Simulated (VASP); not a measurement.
Method: PBE GGA, VASP's PBE PAW potentials (set 64) (plane waves; VASP 6.6.1).

VASP input:

KPOINTS:
```
Automatic mesh
0
Gamma
8 8 8
0 0 0
```

**INCAR**
```
SYSTEM = SrO
PREC = Accurate
ENCUT = 520
EDIFF = 1E-6
NELM = 100
ALGO = Fast
LREAL = .FALSE.
LASPH = .TRUE.
ISMEAR = 0
SIGMA = 0.05
GGA = PE
LMAXMIX = 4
LWAVE = .FALSE.
LCHARG = .FALSE.
ISIF = 2
```

POSCAR:
```
SrO
5.26320
  0.0000000000   0.5000000000   0.5000000000
  0.5000000000   0.0000000000   0.5000000000
  0.5000000000   0.5000000000   0.0000000000
Sr O
1 1
Cartesian
  0.0000000000   0.0000000000   0.0000000000
  0.5000000000   0.5000000000   0.5000000000
```

POTCAR, in this order: Sr_sv O (PBE.64 set). Program: vasp_std.

What VASP printed:

OSZICAR:
```
       N       E                     dE             d eps       ncg     rms          rms(c)
DAV:   1     0.772904017914E+02    0.77290E+02   -0.85451E+03   696   0.129E+03
DAV:   2    -0.106313098420E+02   -0.87922E+02   -0.80343E+02   976   0.245E+02
DAV:   3    -0.141472923691E+02   -0.35160E+01   -0.34898E+01   900   0.482E+01
DAV:   4    -0.142440388562E+02   -0.96746E-01   -0.96699E-01   976   0.729E+00
DAV:   5    -0.142464129479E+02   -0.23741E-02   -0.23740E-02   912   0.804E-01    0.148E+01
RMM:   6    -0.121194643439E+02    0.21269E+01   -0.86144E+00   707   0.168E+01    0.149E+01
RMM:   7    -0.120387689242E+02    0.80695E-01   -0.69912E-01   821   0.518E+00    0.109E+01
RMM:   8    -0.120495441301E+02   -0.10775E-01   -0.32175E-01   870   0.587E+00    0.433E+00
RMM:   9    -0.120414022861E+02    0.81418E-02   -0.97369E-02   925   0.186E+00    0.468E-01
RMM:  10    -0.120455825522E+02   -0.41803E-02   -0.32524E-02   982   0.849E-01    0.101E+00
RMM:  11    -0.120455694925E+02    0.13060E-04   -0.57469E-03   958   0.479E-01    0.597E-02
RMM:  12    -0.120458107559E+02   -0.24126E-03   -0.21830E-03  1000   0.227E-01    0.145E-01
RMM:  13    -0.120458461987E+02   -0.35443E-04   -0.70249E-04  1055   0.132E-01    0.463E-02
RMM:  14    -0.120458797164E+02   -0.33518E-04   -0.33642E-04  1038   0.670E-02    0.147E-02
RMM:  15    -0.120458891362E+02   -0.94198E-05   -0.85789E-05   969   0.407E-02    0.688E-03
RMM:  16    -0.120458931832E+02   -0.40470E-05   -0.41721E-05   886   0.259E-02    0.512E-03
RMM:  17    -0.120458952071E+02   -0.20239E-05   -0.17766E-05   720   0.161E-02    0.600E-03
RMM:  18    -0.120458964094E+02   -0.12023E-05   -0.76523E-06   699   0.129E-02    0.209E-03
RMM:  19    -0.120458968608E+02   -0.45141E-06   -0.39248E-06   570   0.800E-03
   1 F= -.12045897E+02 E0= -.12045897E+02  d E =-.456362E-14
```

OUTCAR:
```
------------------------ aborting loop because EDIFF is reached ----------------------------------------
  FORCE on cell =-STRESS in cart. coord.  units (eV):
  Direction    XX          YY          ZZ          XY          YZ          ZX
  --------------------------------------------------------------------------------------
  Total       -0.5918554     -0.5918554     -0.5918554      0.0000000      0.0000000      0.0000000
  in kB      -26.0157647    -26.0157647    -26.0157647      0.0000000      0.0000000      0.0000000
  external PRESSURE =     -26.0157647 kB  Pullay stress =       0.0000000 kB
  volume of cell :       36.45
      direct lattice vectors                 reciprocal lattice vectors
     0.000000000  2.631600000  2.631600000    -0.189998480  0.189998480  0.189998480
     2.631600000  0.000000000  2.631600000     0.189998480 -0.189998480  0.189998480
     2.631600000  2.631600000  0.000000000     0.189998480  0.189998480 -0.189998480
  FREE ENERGIE OF THE ION-ELECTRON SYSTEM (eV)
  ---------------------------------------------------
  free  energy   TOTEN  =       -12.0458968608 eV

  energy  without entropy=      -12.0458968608  energy(sigma->0) =      -12.04589686
```
(Selected blocks of OUTCAR.)

The compound is SrO in the rock salt structure. The cell was not relaxed at this level. The run is one of a series of settings (ALGO = Fast against the base run), some of them coarse on purpose.
